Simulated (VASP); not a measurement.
# PtC18 in VASP: further runs

The runs below take PtC18 through single point, with PBEsol.

All numbers are computed with VASP 6.6.1; they aren't measurements. Logs are shortened: lines on timing, memory, paths and dates and some standing lists are left out, and cuts for length are marked.

## Step 1: The structure

The cell holds a slab with vacuum, 19 atoms: a = 7.398 Å, b = 7.398 Å, c = 12.000 Å, α = 90.00°, β = 90.00°, γ = 120.00°.

The cell was built by a generator and needn't be a form met in nature.

## Step 2: Single point, PBEsol

INCAR

```
PREC = Accurate
ENCUT = 520
EDIFF = 1E-6
ISMEAR = 0
SIGMA = 0.05
LREAL = Auto
LASPH = True
NELM = 100
ALGO = Fast
ISIF = 2
LWAVE = False
LCHARG = True
GGA = PS
LELF = True
LVHAR = True
NBANDS = 56
```

KPOINTS

```
Automatic mesh
0
Gamma
  2 2 1
```

POSCAR

```
PtC18
1.0
    7.3980000000      0.0000000000      0.0000000000
   -3.6990000000      6.4068560000      0.0000000000
    0.0000000000      0.0000000000     12.0000000000
C Pt
18 1
Direct
    0.0041904263      0.0092422629      0.0850019723
    0.2263289063      0.1170767681      0.0796775657
    0.0032221682      0.3393925194      0.0805655188
    0.2258284602      0.4500499898      0.0803643538
    0.0049700584      0.6709201271      0.0982591444
    0.2291762710      0.7842199726      0.0850869162
    0.3370211820      0.0063354493      0.0796406256
    0.5593856085      0.1164680382      0.0781951249
    0.3364682635      0.3394296571      0.0782845971
    0.5588128471      0.4495473455      0.0796467692
    0.3364530566      0.6726384129      0.0805180853
    0.5593572252      0.7832573564      0.0804322462
    0.6699849280      0.0058466487      0.0801820724
    0.8925622044      0.1164816559      0.0804672502
    0.6695352297      0.3388319170      0.0796437870
    0.8916605128      0.4466819503      0.0851125838
    0.6666209825      0.6716719257      0.0849838306
    0.8908402986      0.7850194152      0.0980863508
   -0.0522071295      0.7284837880      0.2583506057
```

Potentials or basis: VASP PAW PBE potentials, release 64 (C, Pt).

Launch:

```bash
cat potpaw_PBE.64/C/POTCAR potpaw_PBE.64/Pt/POTCAR > POTCAR
mpirun -np 1 vasp_std > vasp.out
```

OUTCAR:

```text
PREC = Accurate
   ENCUT = 520
   EDIFF = 1E-6
   ISMEAR = 0
   LREAL = Auto
   LASPH = True
   NELM = 100
   ISIF = 2
   GGA = PS

 ion  position               nearest neighbor table
   1  0.004  0.009  0.085-  14 1.40   2 1.42  18 1.45
   2  0.226  0.117  0.080-   7 1.42   9 1.42   1 1.42
   3  0.003  0.339  0.081-  16 1.40   4 1.43  14 1.43
   4  0.226  0.450  0.080-   9 1.42  11 1.43   3 1.43
   5  0.005  0.671  0.098-   6 1.45  16 1.45  18 1.46  19 2.06
   6  0.229  0.784  0.085-  11 1.40   7 1.42   5 1.45
   7  0.337  0.006  0.080-   2 1.42   6 1.42   8 1.42
   8  0.559  0.116  0.078-  13 1.42  15 1.42   7 1.42
   9  0.336  0.339  0.078-   4 1.42  10 1.42   2 1.42
  10  0.559  0.450  0.080-  15 1.42   9 1.42  17 1.42
  11  0.336  0.673  0.081-   6 1.40   4 1.43  12 1.43
  12  0.559  0.783  0.080-  17 1.40  13 1.43  11 1.43
  13  0.670  0.006  0.080-   8 1.42  14 1.43  12 1.43
  14  0.893  0.116  0.080-   1 1.40  13 1.43   3 1.43
  15  0.670  0.339  0.080-  10 1.42   8 1.42  16 1.42
  16  0.892  0.447  0.085-   3 1.40  15 1.42   5 1.45
  17  0.667  0.672  0.085-  12 1.40  10 1.42  18 1.45
  18  0.891  0.785  0.098-   1 1.45  17 1.45   5 1.46  19 2.06
  19  0.948  0.728  0.258-  18 2.06   5 2.06

  LATTYP: Found a hexagonal cell.
 ALAT       =     7.3980000000
 C/A-ratio  =     1.6220600162

  Lattice vectors:

 A1 = (   7.3980000000,   0.0000000000,   0.0000000000)
 A2 = (  -3.6990000000,   6.4068560000,   0.0000000000)
 A3 = (   0.0000000000,   0.0000000000,  12.0000000000)

Analysis of symmetry for initial positions (statically):
=====================================================================
 Subroutine PRICEL returns:
 Original cell was already a primitive cell.

 Routine SETGRP: Setting up the symmetry group for a
 hexagonal supercell.

 Subroutine GETGRP returns: Found  1 space group operations
 (whereof  1 operations were pure point group operations)
 out of a pool of 24 trial point group operations.

The static configuration has the point symmetry C_1 .

Analysis of symmetry for dynamics (positions and initial velocities):
=====================================================================
 Subroutine PRICEL returns:
 Original cell was already a primitive cell.

 Routine SETGRP: Setting up the symmetry group for a
 hexagonal supercell.

 Subroutine GETGRP returns: Found  1 space group operations
 (whereof  1 operations were pure point group operations)
 out of a pool of 24 trial point group operations.

The dynamic configuration has the point symmetry C_1 .

 Subroutine INISYM returns: Found  1 space group operations
 (whereof  1 operations are pure point group operations),
 and found     1 'primitive' translations

----------------------------------------------------------------------------------------

                                     Primitive cell

  volume of cell :     568.7750

  direct lattice vectors                    reciprocal lattice vectors
     7.398000000  0.000000000  0.000000000     0.135171668  0.078041398  0.000000000
    -3.699000000  6.406856000  0.000000000     0.000000000  0.156082796  0.000000000
     0.000000000  0.000000000 12.000000000     0.000000000  0.000000000  0.083333333

  length of vectors
     7.398000000  7.398000054 12.000000000     0.156082797  0.156082796  0.083333333

  position of ions in fractional coordinates (direct lattice)
     0.004190426  0.009242263  0.085001972
     0.226328906  0.117076768  0.079677566
     0.003222168  0.339392519  0.080565519
     0.225828460  0.450049990  0.080364354
     0.004970058  0.670920127  0.098259144
     0.229176271  0.784219973  0.085086916
[... 11 lines left out ...]
     0.890840299  0.785019415  0.098086351
     0.947792871  0.728483788  0.258350606

  ion indices of the primitive-cell ions
   primitive index   ion index
                 1           1
                 2           2
                 3           3
                 4           4
                 5           5
                 6           6
[... 11 lines left out ...]
                18          18
                19          19

----------------------------------------------------------------------------------------

 KPOINTS: Automatic mesh

Automatic generation of k-mesh.
 Grid dimensions read from file:
 generate k-points for:    2    2    1

 Generating k-lattice:

  Cartesian coordinates                     Fractional coordinates (reciprocal lattice)
     0.067585834  0.039020699  0.000000000     0.500000000  0.000000000  0.000000000
     0.000000000  0.078041398  0.000000000     0.000000000  0.500000000  0.000000000
     0.000000000  0.000000000  0.083333333     0.000000000  0.000000000  1.000000000

  Length of vectors
     0.078041399  0.078041398  0.083333333

  Shift w.r.t. Gamma in fractional coordinates (k-lattice)
     0.000000000  0.000000000  0.000000000

 Subroutine IBZKPT returns following result:
 ===========================================

 Found      4 irreducible k-points:

 Following reciprocal coordinates:
            Coordinates               Weight
  0.000000  0.000000  0.000000      1.000000
  0.500000  0.000000  0.000000      1.000000
  0.000000  0.500000  0.000000      1.000000
  0.500000  0.500000  0.000000      1.000000
   k-points           NKPTS =      4   k-points in BZ     NKDIM =      4   number of bands    NBANDS=     56
   number of dos      NEDOS =    301   number of ions     NIONS =     19
   total plane-waves  NPLWV = 282240
   dimension x,y,z NGX =    56 NGY =   56 NGZ =   90
   dimension x,y,z NGXF=   112 NGYF=  112 NGZF=  180
   ions per type =              18   1
   NGX,Y,Z   is equivalent  to a cutoff of  12.58, 12.58, 12.47 a.u.
   NGXF,Y,Z  is equivalent  to a cutoff of  25.17, 25.17, 24.94 a.u.
 SYSTEM =  unknown system
   PREC   = accura    normal or accurate (medium, high low for compatibility)
   ISTART =      0    job   : 0-new  1-cont  2-samecut
   ICHARG =      2    charge: 1-file 2-atom 10-const
   ISPIN  =      1    spin polarized calculation?
   LNONCOLLINEAR =      F non collinear calculations
   LSORBIT =      F    spin-orbit coupling
   LASPH  =      T    aspherical Exc in radial PAW
   ENCUT  =  520.0 eV  38.22 Ry    6.18 a.u.  13.76 13.76 22.31*2*pi/ulx,y,z
   NELM   =    100;   NELMIN=  2; NELMDL= -5     # of ELM steps
   EDIFF  = 0.1E-05   stopping-criterion for ELM
   LREAL  =      T    real-space projection
   EDIFFG = 0.1E-04   stopping-criterion for IOM
   NSW    =      0    number of steps for IOM
   IBRION =     -1    ionic relax: 0-MD 1-quasi-New 2-CG
   NFREE  =      0    steps in history (QN), initial steepest desc. (CG)
   ISIF   =      2    stress and relaxation
   ISYM   =      2    0-nonsym 1-usesym 2-fastsym
   POTIM  = 0.5000    time-step for ionic-motion
   TEBEG  =    0.0;   TEEND  =   0.0 temperature during run
   PSTRESS=    0.0 pullay stress
   NELECT =      82.0000    total number of electrons
   NUPDOWN=      -1.0000    fix difference up-down
   EMIN   =  10.00;   EMAX   =-10.00  energy-range for DOS
   EFERMI =   0.00;   METHOD = LEGACY
   ISMEAR =     0;   SIGMA  =   0.05  broadening in eV -4-tet -1-fermi 0-gaus
   EFERMI_NEDOS =   21; number of points for ismear=-14 and -15
   IALGO  =     68    algorithm
   IMIX   =      4    mixing-type and parameters
     AMIX     =   0.40;   BMIX     =  1.00
     AMIX_MAG =   1.60;   BMIX_MAG =  1.00
  volume/ion in A,a.u.               =      29.94       202.01
  Fermi-wavevector in a.u.,A,eV,Ry     =   0.858419  1.622176 10.025902  0.736883
  Thomas-Fermi vector in A             =   1.975621
   LORBIT       =      0    0 simple, 1 ext, 2 COOP (PROOUT), +10 PAW based schemes
   GGA     = PS    functional components
   LHFCALC =     F    Hartree Fock is set to
   AEXX    =    0.0000 exact exchange contribution
   IVDW    =     0    specifies the selected vdW correction
   LEPSILON=     F    determine dielectric tensor
   LRPA    =     F    only Hartree local field effects (RPA)
 non-spin polarized calculation
 RMM-DIIS sequential band-by-band and
 Gauss-broadening in eV      SIGMA  =   0.05
  energy-cutoff  :      520.00
  volume of cell :      568.78
 maximum number of plane-waves:     15363
 NGX is ok and might be reduce to    56
   NGX = 27   NGY = 27   NGZ = 45

 number of electron      82.0000000 magnetization

 Free energy of the ion-electron system (eV)
  ---------------------------------------------------
  ext. energy  EPLUGINS =         0.00000000
  ---------------------------------------------------
  free energy    TOTEN  =      -176.03034390 eV

  energy without entropy =     -176.03034243  energy(sigma->0) =     -176.03034316

 E-fermi :  -1.2618     XC(G=0):  -4.1830

 val. band max:       -1.4131566945   @ k =   0.0000   0.0000   0.0000
 cond. band min:      -1.1104418787   @ k =   0.0000   0.0000   0.0000
 fundamental gap:      0.3027148157
 Fermi energy:        -1.2617994759

 k-point     1 :       0.0000    0.0000    0.0000
  band No.  band energies     occupation
      1     -20.9440      2.00000
      2     -18.6003      2.00000
      3     -18.3893      2.00000
      4     -18.3141      2.00000
      5     -18.2935      2.00000
      6     -18.2646      2.00000
[... 45 lines left out ...]
     52       4.0767      0.00000
     53       6.0437      0.00000

 k-point     2 :       0.5000    0.0000    0.0000
  band No.  band energies     occupation
      1     -20.3660      2.00000
      2     -20.2134      2.00000
      3     -19.0224      2.00000
      4     -18.9606      2.00000
      5     -16.6535      2.00000
      6     -16.5022      2.00000
[... 45 lines left out ...]
     52       4.8947      0.00000
     53       4.9134      0.00000

 k-point     3 :       0.0000    0.5000    0.0000
  band No.  band energies     occupation
      1     -20.3662      2.00000
      2     -20.2131      2.00000
      3     -19.0224      2.00000
      4     -18.9607      2.00000
      5     -16.6534      2.00000
      6     -16.5022      2.00000
[... 45 lines left out ...]
     52       3.9909      0.00000
     53       4.8858      0.00000

 k-point     4 :       0.5000    0.5000    0.0000
  band No.  band energies     occupation
      1     -20.3497      2.00000
      2     -20.2352      2.00000
      3     -19.0327      2.00000
      4     -18.9407      2.00000
      5     -16.6219      2.00000
      6     -16.5134      2.00000
[... 45 lines left out ...]
     52       4.0809      0.00000
     53       4.7844      0.00000
 [bands above 53 left out]

------------------------ aborting loop because EDIFF is reached ----------------------------------------

  FORCE on cell =-STRESS in cart. coord.  units (eV):
  Direction    XX          YY          ZZ          XY          YZ          ZX
  --------------------------------------------------------------------------------------
  -------------------------------------------------------------------------------------
  Total       -0.2877524      2.4876952      0.1526857      2.4198553     -0.0294599      0.0119447
  in kB       -0.8105670      7.0075664      0.4300989      6.8164687     -0.0829852      0.0336470
  external PRESSURE =       2.2090327 kB  Pullay stress =       0.0000000 kB

 VOLUME and BASIS-vectors are now :
 -----------------------------------------------------------------------------
  energy-cutoff  :      520.00
  volume of cell :      568.78
      direct lattice vectors                 reciprocal lattice vectors
     7.398000000  0.000000000  0.000000000     0.135171668  0.078041398  0.000000000
    -3.699000000  6.406856000  0.000000000     0.000000000  0.156082796  0.000000000
     0.000000000  0.000000000 12.000000000     0.000000000  0.000000000  0.083333333

 POSITION                                       TOTAL-FORCE (eV/Angst)
 -----------------------------------------------------------------------------------
     -0.00319      0.05921      1.02002         0.009402     -0.009940     -0.000111
      1.24131      0.75009      0.95613        -0.004947     -0.000238     -0.004207
     -1.23158      2.17444      0.96679         0.007238     -0.009145      0.006330
      0.00594      2.88341      0.96437        -0.004558     -0.000728     -0.004031
     -2.44497      4.29849      1.17911         0.043980     -0.025225     -0.074798
     -1.20538      5.02438      1.02104        -0.005325      0.010119     -0.003168
[... 11 lines left out ...]
      3.68665      5.02951      1.17704        -0.041019      0.028026     -0.075239
      4.31711      4.66729      3.10021         0.004375     -0.004522      0.141552
 -----------------------------------------------------------------------------------
    total drift:                               -0.012103     -0.008437      0.017288

  FREE ENERGIE OF THE ION-ELECTRON SYSTEM (eV)
  ---------------------------------------------------
  free  energy   TOTEN  =      -176.0303439031 eV

  energy  without entropy=     -176.0303424251  energy(sigma->0) =     -176.03034316
```

Wall time 7.6 min (1 thread of Intel Xeon Platinum 8375C at 2.90GHz (Ice Lake), shared host); peak memory 0.62 GiB.

What came out:

```
Free energy            : -176.0303 eV
Largest force          : 0.142 eV/Å
Band gap on the k mesh : 0.30 eV, direct
```

Forces on the atoms (eV/Å):
```
C    0.009 -0.010  0.000
C   -0.005  0.000 -0.004
C    0.007 -0.009  0.006
C   -0.005 -0.001 -0.004
C    0.044 -0.025 -0.075
C   -0.005  0.010 -0.003
C    0.008  0.004  0.001
C   -0.015  0.003 -0.006
C   -0.004 -0.006  0.000
C    0.001  0.003  0.003
C    0.013 -0.005  0.004
C   -0.017  0.011  0.002
C    0.010 -0.007  0.006
C   -0.006  0.016  0.003
C    0.003 -0.006  0.001
C   -0.017  0.008  0.000
C    0.016 -0.009  0.000
C   -0.041  0.028 -0.075
Pt   0.004 -0.005  0.142
```

Caveat: the k mesh is coarse (spacing up to 0.49 Å⁻¹), so the values aren't converged; the PAW data sets were made with another functional, which shifts forces and pressure a little; spin-orbit coupling is left out, which moves the levels of the heavy elements.

## Step 3: Single point, PBEsol

INCAR

```
PREC     = Accurate       # precision mode
ENCUT    = 520            # plane-wave cutoff, eV
EDIFF    = 1E-7           # SCF threshold, eV
ISMEAR   = 0              # smearing method
SIGMA    = 0.05           # smearing width, eV
LREAL    = Auto         
LASPH    = True           # aspherical terms in the spheres
NELM     = 100            # most SCF steps
ALGO     = Fast           # electronic algorithm
ISIF     = 2              # what is computed and relaxed
LWAVE    = False          # write WAVECAR
LCHARG   = True           # write CHGCAR
GGA      = PS             # functional
LELF     = True           # ELF
LVHAR    = True         
NBANDS   = 56             # bands
```

KPOINTS

```
regular mesh
0
Gamma
  2 2 1
```

POSCAR

```
PtC18
1.0
    7.3980000000      0.0000000000      0.0000000000
   -3.6990000000      6.4068560000      0.0000000000
    0.0000000000      0.0000000000     12.0000000000
C Pt
18 1
Direct
    0.0041904864      0.0092422867      0.0850020000
    0.2263288684      0.1170767690      0.0796775833
    0.0032222127      0.3393925195      0.0805655000
    0.2258284180      0.4500499153      0.0803643333
    0.0049700942      0.6709201830      0.0982591667
    0.2291761863      0.7842199044      0.0850869167
    0.3370211743      0.0063354007      0.0796406667
    0.5593855505      0.1164680461      0.0781950833
    0.3364682805      0.3394296672      0.0782845833
    0.5588128641      0.4495473287      0.0796467500
    0.3364529912      0.6726383424      0.0805180833
    0.5593572462      0.7832573418      0.0804322500
    0.6699849910      0.0058467055      0.0801820833
    0.8925621157      0.1164816253      0.0804672500
    0.6695351565      0.3388318701      0.0796437500
    0.8916605262      0.4466819607      0.0851125833
    0.6666210159      0.6716718778      0.0849838333
    0.8908403102      0.7850193605      0.0980863333
   -0.0522071251      0.7284838304      0.2583505833
```

Potentials or basis: VASP PAW PBE potentials, release 64 (C, Pt).

Launch:

```bash
cat potpaw_PBE.64/C/POTCAR potpaw_PBE.64/Pt/POTCAR > POTCAR
mpirun -np 1 vasp_std > vasp.out
```

It took 11 min on 1 thread of Intel Xeon Platinum 8375C at 2.90GHz (Ice Lake), shared host; peak memory 0.6 GiB.

It converged, with:

```
Free energy            : -176.0303 eV
Largest force          : 0.142 eV/Å
Band gap on the k mesh : 0.30 eV, direct
```

Forces on the atoms (eV/Å):
```
C    0.009 -0.010  0.000
C   -0.005  0.000 -0.004
C    0.007 -0.009  0.006
C   -0.005 -0.001 -0.004
C    0.044 -0.025 -0.075
C   -0.005  0.010 -0.003
C    0.008  0.004  0.001
C   -0.015  0.003 -0.006
C   -0.004 -0.006  0.000
C    0.001  0.003  0.003
C    0.013 -0.005  0.004
C   -0.017  0.011  0.002
C    0.010 -0.007  0.006
C   -0.006  0.016  0.003
C    0.003 -0.006  0.001
C   -0.017  0.008  0.000
C    0.016 -0.009  0.000
C   -0.041  0.028 -0.075
Pt   0.004 -0.005  0.142
```

Levels at points of the mesh, in eV from the valence-band top:
```csv
k point,band 37,band 38,band 39,band 40,band 41,band 42,band 43,band 44,band 45,band 46
"(0.00, 0.00, 0.00)",-1.59,-1.23,-1.23,-0.28,0.00,0.30,0.57,1.00,3.73,4.10
"(0.50, 0.00, 0.00)",-1.53,-1.42,-1.41,-1.00,-0.90,0.55,1.78,2.53,2.57,2.57
"(0.00, 0.50, 0.00)",-1.53,-1.42,-1.41,-1.00,-0.90,0.55,1.78,2.53,2.57,2.57
"(0.50, 0.50, 0.00)",-1.53,-1.44,-1.10,-1.08,-0.91,0.37,1.80,2.47,2.55,2.58
```

Caveat: the k mesh is coarse (spacing up to 0.49 Å⁻¹), so the values aren't converged; the PAW data sets were made with another functional, which shifts forces and pressure a little; spin-orbit coupling is left out, which moves the levels of the heavy elements.
